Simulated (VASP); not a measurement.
Level of theory: PBEsol GGA, VASP's PBE PAW potentials (set 64) (plane waves; VASP).

Input for VASP

### KPOINTS
```
kpoints
0
Gamma
  4 4 4
0 0 0
```

**POSCAR**
```
LaAlNi4
1.0
  2.5752650000  -4.2243850000   0.0000000000
  2.5752650000   4.2243850000   0.0000000000
  0.0000000000   0.0000000000   4.0264300000
La Al Ni
1 1 4
Cartesian
  2.5791356233   0.0069660109  -0.0173257283
  0.0051170516  -0.0126435843   2.0527625955
  2.6080841772   2.8266373887   0.0200475950
  2.5656824389  -2.7644586659  -0.0169915346
  1.2945187586   2.0949908043   2.0150067614
  1.2485245257  -2.1514877293   1.9861412847
```

**INCAR**
```
! general
SYSTEM   =  LaAlNi4
PREC     =  Accurate
ENCUT    =  300   ! plane-wave cut-off (eV)
LREAL    =  .FALSE.   ! projection in real space or not
LASPH    =  .TRUE.

! electronic loop
EDIFF    =  1E-6
NELM     =  100   ! most electronic steps
ALGO     =  Normal   ! blocked Davidson
LMAXMIX  =  6

! smearing
ISMEAR   =  0
SIGMA    =  0.2

! functional
GGA      =  PS   ! PBEsol

! ions
IBRION   =  2   ! conjugate gradients
NSW      =  50   ! most ionic steps
ISIF     =  3
EDIFFG   =  -0.01

! output
LWAVE    =  .FALSE.
LCHARG   =  .FALSE.
```

POTCAR, in this order: La Al Ni (PBE.64 set). Program: vasp_std.

Problem. What will the output report for the number of irreducible k-points (NKPTS), largest plane-wave count, number of space-group operations, FFT grid (NGX, NGY, NGZ)?

Solution. 
```json
{
  "number of irreducible k-points (NKPTS)": "36",
  "largest_plane_wave_count": "1060",
  "number_of_space_group_operations": "1",
  "FFT grid (NGX, NGY, NGZ)": "28 × 28 × 24"
}
```

The structure comes from a computed database's LaAlNi4 entry; how it stands against other phases isn't given here. In the starting cell atoms are displaced from their ideal sites. This run relaxes it. The k-mesh is coarse (spacing up to 0.39 per Å, 2π included), so the numbers may not be converged in it. The run is one of a series of settings (EDIFFG = -0.01, IBRION = 2, ISIF = 3, NSW = 50 against the base run), some of them coarse on purpose. The run is not spin-polarised, so no magnetic state was tried.
